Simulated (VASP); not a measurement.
# Sr2C in VASP 6.6.1, relaxation

INCAR

```
EDIFFG = -5E-3
LWAVE = .FALSE.
ISIF = 3
NELM = 65
ENCUT = 600
IBRION = 2
GGA = PS
PREC = Accurate
SIGMA = 0.02
NSW = 40
ISMEAR = -1
LREAL = .FALSE.
EDIFF = 1E-7
NBANDS = 14
LASPH = .TRUE.
LCHARG = .FALSE.
```

KPOINTS

```
KPOINTS created by Atomic Simulation Environment
0
Gamma
6 6 6
0 0 0
```

POSCAR

```
C  Sr
 1.0000000000000000
     0.0000000000000000    3.3700852212401462    3.3700852212401462
     3.3700852212401462    0.0000000000000000    3.3700852212401462
     3.3700852212401462    3.3700852212401462    0.0000000000000000
 C   Sr
   1   2
Cartesian
  0.0000000000000000 -0.0000000000000000 -0.0000000000000000
  1.6850426106200731  1.6850426106200731  1.6850426106200731
  5.0551278318602195  5.0551278318602195  5.0551278318602195
```

The recommended PBE PAW datasets give the neutral cell 24 valence electrons.

Command

```
mpirun -np 1 vasp_std
```

Task: Predict the outcome of this run.

Result: It converged. Results: relaxed cell vector lengths 4.689, 4.689, 4.689 Å; relaxed cell volume 72.92 Å³.

OSZICAR

```
N       E                     dE             d eps       ncg     rms          rms(c)
DAV:   1     0.145918799923E+03    0.14592E+03   -0.13448E+04   448   0.175E+03
DAV:   2     0.656073126409E+00   -0.14526E+03   -0.14364E+03   498   0.330E+02
DAV:   3    -0.140745652138E+02   -0.14731E+02   -0.14391E+02   814   0.796E+01
DAV:   4    -0.145686981078E+02   -0.49413E+00   -0.49412E+00   552   0.138E+01
DAV:   5    -0.145950935251E+02   -0.26395E-01   -0.26395E-01   748   0.217E+00    0.198E+01
DAV:   6    -0.119787498597E+02    0.26163E+01   -0.36821E+01   478   0.175E+01    0.248E+01
DAV:   7    -0.116248435841E+02    0.35391E+00   -0.42586E+00   490   0.723E+00    0.135E+01
DAV:   8    -0.115640165342E+02    0.60827E-01   -0.43788E-01   700   0.335E+00    0.156E+00
DAV:   9    -0.115535197895E+02    0.10497E-01   -0.11695E-01   606   0.853E-01    0.459E-01
DAV:  10    -0.115550019805E+02   -0.14822E-02   -0.23415E-02   592   0.453E-01    0.256E-01
...
DAV:   1    -0.115819273331E+02   -0.78979E-02   -0.20619E-01   504   0.397E+00    0.695E-01
DAV:   2    -0.115769493423E+02    0.49780E-02   -0.26104E-02   566   0.120E+00    0.314E-01
DAV:   3    -0.115745902189E+02    0.23591E-02   -0.93773E-03   738   0.589E-01    0.341E-01
DAV:   4    -0.115743806561E+02    0.20956E-03   -0.27433E-03   748   0.246E-01    0.224E-01
DAV:   5    -0.115745631430E+02   -0.18249E-03   -0.18209E-04   698   0.684E-02    0.124E-01
DAV:   6    -0.115746337174E+02   -0.70574E-04   -0.51801E-04   696   0.134E-01    0.165E-02
DAV:   7    -0.115746342611E+02   -0.54371E-06   -0.25471E-05   556   0.239E-02    0.147E-02
DAV:   8    -0.115746362943E+02   -0.20332E-05   -0.46381E-06   648   0.143E-02    0.159E-03
DAV:   9    -0.115746362392E+02    0.55119E-07   -0.32739E-07   404   0.235E-03
   3 F= -.11574636E+02 E0= -.11574136E+02  d E =-.210543E-01
```

Standard output (part)

```
POSCAR found type information on POSCAR C Sr
 POSCAR found :  2 types and       3 ions
 LDA part: xc-table for (Slater+PW92), standard interpolation
 POSCAR, INCAR and KPOINTS ok, starting setup
 WAVECAR not read
 entering main loop
 curvature:   0.00 expect dE= 0.000E+00 dE for cont linesearch  0.000E+00
 search vector abs. value=  0.340E-01
 bond charge predicted
 trial-energy change:   -0.020447  1 .order   -0.019987   -0.033997   -0.005977
 bond charge predicted
 curvature:  -0.60 expect dE=-0.162E-05 dE for cont linesearch -0.162E-05
 trial: gam=-0.00883 g(F)=  0.103E-51 g(S)=  0.270E-05 ort = 0.303E-03 (trialstep = 0.104E+01)
 search vector abs. value=  0.314E-09
 reached required accuracy - stopping structural energy minimisation
```

| ionic step | ΔE (meV/atom) | volume (Å³) | largest force (eV/Å) | pressure (GPa) | electronic steps |
| --- | --- | --- | --- | --- | --- |
| 1 | 0.0 | 76.55 | 0.000 | -1.76 | 15 |
| 2 | -6.8 | 73.49 | 0.000 | -0.32 | 13 |
| 3 | -7.0 | 72.92 | 0.000 | -0.02 | 9 |

For comparison, a separate PBEsol relaxation on usual settings, not on those above, ends at 72.92 Å³.
